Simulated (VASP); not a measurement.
# A VASP study of Bi2S3 (Bismuthinite) (optB86b-vdW): structure first, properties next, part 5 of 6

Wanted: the relaxed cell of Bi2S3 (Bismuthinite) and its properties. The start is a cell from a database of measured crystal structures.

VASP 6.6.1, plane waves and PAW; the level of theory is named at each step.

So far, gap on the k-mesh (eV): step 2 (relaxing cell and atoms (optB86b-vdW)) 1.27; step 5 (total and projected DOS (optB86b-vdW)) 1.23. The relaxed cell has a, b, c = 11.267, 3.993, 11.041 Å (conventional setting).

## Step 7: Core levels (optB86b-vdW)

Level of this step: optB86b-vdW; plane waves and PAW (Bi_d, S) (VASP).

Core levels shift with the potential at each site, so they tell like atoms on unlike sites apart.

Contents of INCAR:

```
SYSTEM = Bi2S3
PREC = Accurate
ENCUT = 400
EDIFF = 1E-06
NELM = 100
ISMEAR = 0
SIGMA = 0.05
LREAL = .FALSE.
ALGO = Normal
GGA = MK
AGGAC = 0
LUSE_VDW = .TRUE.
PARAM1 = 0.1234
PARAM2 = 1
LASPH = .TRUE.
NBANDS = 119
LORBIT = 11
LWAVE = .FALSE.
LCHARG = .FALSE.
KPAR = 2
NCORE = 4
ICORELEVEL = 1
```

Contents of POSCAR:

```
Bi2S3
1.0
   11.2670334056      0.0000000000      0.0000000000
    0.0000000000      3.9934756323      0.0000000000
    0.0000000000      0.0000000000     11.0408940937
Bi S
8 12
Direct
    0.5079666653      0.2500000000      0.1746960804
    0.9920333347      0.7500000000      0.6746960804
    0.0079666653      0.2500000000      0.3253039196
    0.4920333347      0.7500000000      0.8253039196
    0.6647133018      0.7500000000      0.4674614958
    0.8352866982      0.2500000000      0.9674614958
    0.1647133018      0.7500000000      0.0325385042
    0.3352866982      0.2500000000      0.5325385042
    0.6227484775      0.7500000000      0.0569125852
    0.8772515225      0.2500000000      0.5569125852
    0.1227484775      0.7500000000      0.4430874148
    0.3772515225      0.2500000000      0.9430874148
    0.7174425247      0.2500000000      0.3044650375
    0.7825574753      0.7500000000      0.8044650375
    0.2174425247      0.2500000000      0.1955349625
    0.2825574753      0.7500000000      0.6955349625
    0.4499823111      0.7500000000      0.3704192596
    0.0500176889      0.2500000000      0.8704192596
    0.9499823111      0.7500000000      0.1295807404
    0.5500176889      0.2500000000      0.6295807404
```

Contents of KPOINTS:

```
Automatic mesh
0
Gamma
2 6 2
0 0 0
```

The projector-augmented-wave data sets are Bi_d and S (PBE family, release 64).

Run with:

```
mpirun -np 8 vasp_std
```

What it wrote:

```text
[... set-up lines as in an earlier step ...]
 entering main loop
       N       E                     dE             d eps       ncg     rms          rms(c)
DAV:   1     0.209812803849E+04    0.20981E+04   -0.76703E+04  3824   0.146E+03
DAV:   2     0.288023415908E+03   -0.18101E+04   -0.17432E+04  4000   0.419E+02
DAV:   3    -0.260827950496E+02   -0.31411E+03   -0.29789E+03  4580   0.193E+02
DAV:   4    -0.495250587181E+02   -0.23442E+02   -0.22885E+02  4456   0.514E+01
DAV:   5    -0.507609715304E+02   -0.12359E+01   -0.12285E+01  5080   0.114E+01    0.164E+01
DAV:   6    -0.449583815213E+02    0.58026E+01   -0.10743E+01  5007   0.107E+01    0.115E+01
DAV:   7    -0.450994975741E+02   -0.14112E+00   -0.28391E+00  4736   0.343E+00    0.673E+00
DAV:   8    -0.451227963320E+02   -0.23299E-01   -0.31148E-01  4974   0.245E+00    0.689E-01
DAV:   9    -0.451040192139E+02    0.18777E-01   -0.59021E-02  4872   0.106E+00    0.422E-01
DAV:  10    -0.451053300049E+02   -0.13108E-02   -0.10211E-02  4814   0.254E-01    0.181E-01
DAV:  11    -0.451057758566E+02   -0.44585E-03   -0.76441E-04  5776   0.917E-02    0.103E-01
DAV:  12    -0.451058487767E+02   -0.72920E-04   -0.14663E-04  4484   0.378E-02    0.375E-02
DAV:  13    -0.451058670206E+02   -0.18244E-04   -0.40663E-05  4272   0.201E-02    0.168E-02
DAV:  14    -0.451058692468E+02   -0.22262E-05   -0.47285E-06  3739   0.670E-03    0.760E-03
DAV:  15    -0.451058696672E+02   -0.42037E-06   -0.31041E-06  3288   0.778E-03
   1 F= -.45105870E+02 E0= -.45105870E+02  d E =-.974722E-16
```

Elapsed: 2.8 min, on 8 MPI ranks of AMD EPYC 7R43, shared host; peak memory 4 GiB; 22 min of CPU time.

OUTCAR, selected parts (step 7):

```text
   NELECT =     192.0000    total number of electrons

 the core state eigenenergies are
   1-  1s -90629.6557  2s -16272.3563  2p -13912.7232  3s  -3920.3110  3p  -3246.5404
       3d  -2571.4617  4s   -892.0520  4p   -671.3848  4d   -419.6229  4f   -142.4018
       5s   -147.5150  5p    -85.6174
   2-  1s -90629.6557  2s -16272.3563  2p -13912.7232  3s  -3920.3110  3p  -3246.5404
       3d  -2571.4617  4s   -892.0520  4p   -671.3848  4d   -419.6229  4f   -142.4018
       5s   -147.5150  5p    -85.6174
   3-  1s -90629.6557  2s -16272.3563  2p -13912.7232  3s  -3920.3110  3p  -3246.5404
       3d  -2571.4617  4s   -892.0520  4p   -671.3848  4d   -419.6229  4f   -142.4018
       5s   -147.5150  5p    -85.6174
   4-  1s -90629.6557  2s -16272.3563  2p -13912.7232  3s  -3920.3110  3p  -3246.5404
       3d  -2571.4617  4s   -892.0520  4p   -671.3848  4d   -419.6229  4f   -142.4018
       5s   -147.5150  5p    -85.6174
   5-  1s -90629.6598  2s -16272.3610  2p -13912.7279  3s  -3920.3155  3p  -3246.5448
       3d  -2571.4662  4s   -892.0555  4p   -671.3881  4d   -419.6262  4f   -142.4050
       5s   -147.5162  5p    -85.6178
   6-  1s -90629.6598  2s -16272.3610  2p -13912.7279  3s  -3920.3155  3p  -3246.5448
       3d  -2571.4662  4s   -892.0555  4p   -671.3881  4d   -419.6262  4f   -142.4050
       5s   -147.5162  5p    -85.6178
   7-  1s -90629.6598  2s -16272.3610  2p -13912.7279  3s  -3920.3155  3p  -3246.5448
       3d  -2571.4662  4s   -892.0555  4p   -671.3881  4d   -419.6262  4f   -142.4050
       5s   -147.5162  5p    -85.6178
   8-  1s -90629.6598  2s -16272.3610  2p -13912.7279  3s  -3920.3155  3p  -3246.5448
       3d  -2571.4662  4s   -892.0555  4p   -671.3881  4d   -419.6262  4f   -142.4050
       5s   -147.5162  5p    -85.6178
   9-  1s  -2392.8285  2s   -198.9171  2p   -143.6886
[...]
19-  1s  -2392.9605  2s   -199.0411  2p   -143.8133
  20-  1s  -2392.9605  2s   -199.0411  2p   -143.8133

 E-fermi :   5.5406

Total vdW correction in eV:     30.5520973

  Total       -0.0584212      0.0301940      0.0133424      0.0000000      0.0000000      0.0000000
  in kB       -0.1884152      0.0973792      0.0430309      0.0000000      0.0000000      0.0000000
  external PRESSURE =      -0.0160017 kB  Pullay stress =       0.0000000 kB

 POSITION                                       TOTAL-FORCE (eV/Angst)
 -----------------------------------------------------------------------------------
      5.72328      0.99837      1.92880        -0.007842     -0.000000     -0.003440
     11.17727      2.99511      7.44925         0.007842     -0.000000     -0.003440
      0.08976      0.99837      3.59165        -0.007842      0.000000      0.003440
      5.54376      2.99511      9.11209         0.007842     -0.000000      0.003440
      7.48935      2.99511      5.16119        -0.008383      0.000000     -0.000775
      9.41120      0.99837     10.68164         0.008383      0.000000     -0.000775
      1.85583      2.99511      0.35925        -0.008383     -0.000000      0.000775
      3.77769      0.99837      5.87970         0.008383      0.000000      0.000775
      7.01653      2.99511      0.62837         0.000595     -0.000000     -0.001402
      9.88402      0.99837      6.14881        -0.000595      0.000000     -0.001402
      1.38301      2.99511      4.89208         0.000595     -0.000000      0.001402
      4.25051      0.99837     10.41253        -0.000595      0.000000      0.001402
      8.08345      0.99837      3.36157         0.000488     -0.000000      0.003373
      8.81710      2.99511      8.88201        -0.000488      0.000000      0.003373
      2.44993      0.99837      2.15888         0.000488     -0.000000     -0.003373
      3.18358      2.99511      7.67933        -0.000488      0.000000     -0.003373
      5.06997      2.99511      4.08976         0.002364      0.000000     -0.003196
      0.56355      0.99837      9.61021        -0.002364     -0.000000     -0.003196
     10.70348      2.99511      1.43069         0.002364      0.000000      0.003196
      6.19707      0.99837      6.95113        -0.002364      0.000000      0.003196
 -----------------------------------------------------------------------------------
    total drift:                               -0.000000     -0.000000      0.000000

  FREE ENERGIE OF THE ION-ELECTRON SYSTEM (eV)
  ---------------------------------------------------
  free  energy   TOTEN  =       -45.1058696672 eV

  energy  without entropy=      -45.1058696672  energy(sigma->0) =      -45.10586967

Total vdW correction in eV:     30.5520806

[... 16 parts as in an earlier step ...]

[... 1 further part left out ...]
```

These are scalar-relativistic Kohn-Sham levels of the ground state, with no core hole, so they are not binding energies.

Numbers from this step:

```
electronic steps     : 15
bands                : 119
irreducible k points : 16
Fermi energy         : 5.541 eV
pressure             : -0.001600 GPa
valence top at k     : 0.5, 0, 0
gap on the k-mesh    : 1.268 eV
```

Kohn-Sham core levels. Core levels, by row, the first 40 of 132 rows:

```tsv
atom	shell	level below the valence-band top (eV)
Bi1	1s	90635
Bi1	2s	16278
Bi1	2p	13918
Bi1	3s	3926
Bi1	3p	3252
Bi1	3d	2577
Bi1	4s	897.3
Bi1	4p	676.6
Bi1	4d	424.9
Bi1	4f	147.7
Bi1	5s	152.8
Bi1	5p	90.88
Bi2	1s	90635
Bi2	2s	16278
Bi2	2p	13918
Bi2	3s	3926
Bi2	3p	3252
Bi2	3d	2577
Bi2	4s	897.3
Bi2	4p	676.6
Bi2	4d	424.9
Bi2	4f	147.7
Bi2	5s	152.8
Bi2	5p	90.88
Bi3	1s	90635
Bi3	2s	16278
Bi3	2p	13918
Bi3	3s	3926
Bi3	3p	3252
Bi3	3d	2577
Bi3	4s	897.3
Bi3	4p	676.6
Bi3	4d	424.9
Bi3	4f	147.7
Bi3	5s	152.8
Bi3	5p	90.88
Bi4	1s	90635
Bi4	2s	16278
Bi4	2p	13918
Bi4	3s	3926
```

The S 1s level differs by about 0.1 eV between unlike sites.

[end of part 5 of 6]

[Lines on the potential files, build, host, timing and source positions are cut from VASP's logs without a mark.]

[Logs are printed without paths, hosts, clocks, repeated set-up lines and the standing remarks that a program may print on its own settings, such as how far it seeks lower states.]

[Hosts, paths, dates, database ids (printed as entryN), source tags and the programs' standing remarks are cut or masked in the printed files.]

[A measured line is paired with the nearest computed mode of its activity, which favours agreement.]
